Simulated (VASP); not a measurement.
```
Mg3Sb2
1.0
    2.29738    -3.97918     0.00000
    2.29738     3.97918     0.00000
    0.00000     0.00000     7.24674
Mg Sb
3 2
Cartesian
  0.00000   0.00000   0.00000
  2.29738   1.32640   4.59301
  2.29738  -1.32640   2.65372
  2.29738   1.32640   1.63580
  2.29738  -1.32640   5.61094
```

Computed with TPSS meta-GGA, VASP's PBE PAW potentials (set 64) (plane waves; VASP). Settings: 520 eV cut-off, 6×6×4 Γ-centred mesh, tetrahedra with Blöchl corrections, potentials Mg Sb.

The cores are frozen, which limits the accuracy of field gradients.

### Question
Give the principal components of the electric field gradient (V/Å²) and the asymmetry η at each nucleus.

### Answer

```json
[
 {"atom": "Mg1", "Vxx": "-0.6", "Vyy": "-0.6", "Vzz": "1.3", "η": "0.00"},
 {"atom": "Mg2", "Vxx": "-0.6", "Vyy": "-0.6", "Vzz": "1.2", "η": "0.00"},
 {"atom": "Mg3", "Vxx": "-0.6", "Vyy": "-0.6", "Vzz": "1.2", "η": "0.00"},
 {"atom": "Sb4", "Vxx": "-19.1", "Vyy": "-19.1", "Vzz": "38.2", "η": "0.00"},
 {"atom": "Sb5", "Vxx": "-19.1", "Vyy": "-19.1", "Vzz": "38.2", "η": "0.00"}
]
```

The compound is Mg3Sb2 in the a-la2o3 structure. It was relaxed first.
